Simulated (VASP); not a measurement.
Level of theory: LDA (Ceperley-Alder, Perdew-Zunger), VASP's LDA PAW potentials (set 64) (plane waves; VASP).

A VASP calculation is set up with these files.

KPOINTS:
```
Automatic mesh
0
Gamma
7 7 7
0 0 0
```

### INCAR
```
ALGO = Normal
EDIFF = 1E-6
EDIFFG = -0.01
ENCUT = 400
IBRION = 2
ISIF = 3
ISMEAR = 0
LASPH = .TRUE.
LCHARG = .FALSE.
LMAXMIX = 4
LREAL = .FALSE.
LWAVE = .FALSE.
NELM = 100
NSW = 60
PREC = Accurate
SIGMA = 0.05
SYSTEM = GaSb
```

POSCAR:
```
GaSb
1
    0.0000000000     3.0250645402     3.0250645402
    3.0250645402    -0.0000000000     3.0250645402
    3.0250645402     3.0250645402     0.0000000000
Ga Sb
1 1
Direct
  0.0000000000   0.0000000000   0.0000000000
  0.2500000000   0.2500000000   0.2500000000
```

POTCAR, in this order: Ga_d Sb (LDA.64 set). Program: vasp_std.

Unless said otherwise, spin-orbit coupling is left out, though it shifts the bands of the heavy elements here.

Question: Estimate the energy per atom (σ→0), band gap (on the k-mesh).

Answer: 
energy per atom (σ→0): -4.329 eV/atom
band gap (on the k-mesh): 0.11 eV

OSZICAR:
```
...
DAV:   6    -0.869570883461E+01    0.92885E-01   -0.86469E-02   696   0.525E+00    0.202E+00
DAV:   7    -0.865786542832E+01    0.37843E-01   -0.66562E-02   590   0.219E+00    0.304E-01
DAV:   8    -0.865756546166E+01    0.29997E-03   -0.50967E-03   630   0.104E+00    0.968E-02
DAV:   9    -0.865764106504E+01   -0.75603E-04   -0.38818E-04   619   0.189E-01    0.359E-02
DAV:  10    -0.865763650015E+01    0.45649E-05   -0.19109E-05   621   0.388E-02    0.113E-02
DAV:  11    -0.865764000325E+01   -0.35031E-05   -0.40743E-06   585   0.213E-02    0.451E-03
DAV:  12    -0.865763998422E+01    0.19031E-07   -0.16399E-07   295   0.397E-03
   1 F= -.86576400E+01 E0= -.86576014E+01  d E =-.865764E+01
```

The compound is GaSb in the zinc blende structure. It was relaxed first. The start is the result of an earlier pass.
